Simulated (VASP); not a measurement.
All values below come from PBEsol GGA, VASP's PBE PAW potentials (set 64) (plane waves; VASP).

Input for VASP

**INCAR**
```
# general
SYSTEM  = KBr
PREC    = Normal
ENCUT   = 400
LREAL   = .FALSE.
LASPH   = .TRUE.

# electronic loop
EDIFF   = 1E-5
NELM    = 100
NELMIN  = 4
ALGO    = Fast
LMAXMIX = 4

# smearing
ISMEAR  = 0
SIGMA   = 0.05

# functional
GGA     = PS

# ions
IBRION  = 2
NSW     = 20
ISIF    = 2
EDIFFG  = -0.03

# output
LWAVE   = .FALSE.
LCHARG  = .FALSE.
```

File KPOINTS:
```
Automatic mesh
0
Gamma
8 8 8
0 0 0
```

**POSCAR**
```
KBr
1
    0.0000000000     3.2788817542     3.2788817542
    3.2788817542     0.0000000000     3.2788817542
    3.2788817542     3.2788817542     0.0000000000
K Br
1 1
Direct
  0.0000000000   0.0000000000   0.0000000000
  0.5000000000   0.5000000000   0.5000000000
```

POTCAR, in this order: K_sv Br (PBE.64 set). Program: vasp_std.

Output

File OSZICAR:
```
       N       E                     dE             d eps       ncg     rms          rms(c)
DAV:   1     0.849707714600E+02    0.84971E+02   -0.61444E+03   696   0.958E+02
DAV:   2    -0.164498539892E+01   -0.86616E+02   -0.82153E+02   868   0.239E+02
DAV:   3    -0.646649538268E+01   -0.48215E+01   -0.48044E+01   916   0.532E+01
DAV:   4    -0.662089688321E+01   -0.15440E+00   -0.15424E+00  1184   0.864E+00
DAV:   5    -0.662174477329E+01   -0.84789E-03   -0.84787E-03   912   0.719E-01    0.317E+00
RMM:   6    -0.646235873099E+01    0.15939E+00   -0.23605E-01   696   0.215E+00    0.227E+00
RMM:   7    -0.645378819274E+01    0.85705E-02   -0.21704E-01   710   0.203E+00    0.107E+00
RMM:   8    -0.645965215924E+01   -0.58640E-02   -0.18770E-02   747   0.924E-01    0.161E-01
RMM:   9    -0.645912948024E+01    0.52268E-03   -0.60237E-03   776   0.405E-01    0.627E-02
RMM:  10    -0.645937095628E+01   -0.24148E-03   -0.12613E-03   836   0.200E-01    0.354E-02
RMM:  11    -0.645948185773E+01   -0.11090E-03   -0.38456E-04   776   0.116E-01    0.234E-02
RMM:  12    -0.645949271424E+01   -0.10857E-04   -0.17731E-04   707   0.674E-02    0.142E-02
RMM:  13    -0.645949535791E+01   -0.26437E-05   -0.84749E-05   698   0.486E-02
   1 F= -.64594954E+01 E0= -.64594954E+01  d E =-.645950E+01
```

File OUTCAR:
```
------------------------ aborting loop because EDIFF is reached ----------------------------------------
  FORCE on cell =-STRESS in cart. coord.  units (eV):
  Direction    XX          YY          ZZ          XY          YZ          ZX
  --------------------------------------------------------------------------------------
  Total        0.0105395      0.0105395      0.0105395      0.0000000     -0.0000000     -0.0000000
  in kB        0.2395104      0.2395104      0.2395104      0.0000000     -0.0000000     -0.0000000
  external PRESSURE =       0.2395104 kB  Pullay stress =       0.0000000 kB
  volume of cell :       70.50
      direct lattice vectors                 reciprocal lattice vectors
     0.000000000  3.278881754  3.278881754    -0.152491013  0.152491013  0.152491013
     3.278881754  0.000000000  3.278881754     0.152491013 -0.152491013  0.152491013
     3.278881754  3.278881754  0.000000000     0.152491013  0.152491013 -0.152491013
  FREE ENERGIE OF THE ION-ELECTRON SYSTEM (eV)
  ---------------------------------------------------
  free  energy   TOTEN  =        -6.4594953579 eV

  energy  without entropy=       -6.4594953579  energy(sigma->0) =       -6.45949536

 reached required accuracy - stopping structural energy minimisation
```
(Selected blocks of OUTCAR.)

The compound is KBr in the rock salt structure. It was relaxed first.
